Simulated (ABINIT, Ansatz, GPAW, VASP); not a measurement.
# One structure in several programs: Pd (Fm-3m, 1 atom in the cell)

Self-consistent single point.

```
Pd
1.0
    0.00000     1.92983     1.92983
    1.92983     0.00000     1.92983
    1.92983     1.92983     0.00000
Pd
1
Cartesian
  0.00000   0.00000   0.00000
```

Shared settings, as Ansatz (a program for electronic structure) writes them: kpoints.mp_grid.grid = 6 6 6; scf.occupations.method = gaussian; scf.occupations.width = 0.01 Ry. Potentials and cutoffs stand in the table.

| code | model | pressure (GPa) | cutoff |
|---|---|---|---|
| Ansatz | PBE, default PAW files | 11.45 | 30.9 Ry |
| ABINIT | PBE, PAW (JTH v2.0 PBE PAW) | 10.99 | 24 Ha |
| GPAW | PBE, GPAW PAW datasets PBE (gpaw-data 1.0.1) | 11.53 | 600 eV |
| VASP | PBE, VASP's PBE PAW potentials (set 64) | 10.91 | 300 eV |

On Ansatz's run: spin polarisation is off.

The spread over the programs that give each value: pressure within 0.62 GPa.

Ansatz's pressure is given at a fixed set of plane waves, as the other plane-wave codes print theirs; with its correction for the finite basis it is 11.52 GPa.

On the base mesh (15 15 15) the same programs gave: Ansatz pressure 12.63 GPa; ABINIT pressure 12.14 GPa; GPAW pressure 12.70 GPa; VASP pressure 12.15 GPa.

The values differ from the base mesh's, so the mesh still matters here: the table compares the programs at equal settings.

VASP's run is marked for a possible Pulay error in its stress at this cutoff; no cutoff test was made.

The starting cell has typed, rounded lattice constants, without a prior relaxation at this level. Its lattice was rescaled by a random factor within 2.5 % of one.

Left out of this page: Quantum ESPRESSO, Elk, FLEUR and SIESTA (not drawn, or without a comparable value); CP2K (on another mesh).

Keys are those of Ansatz 0.2.
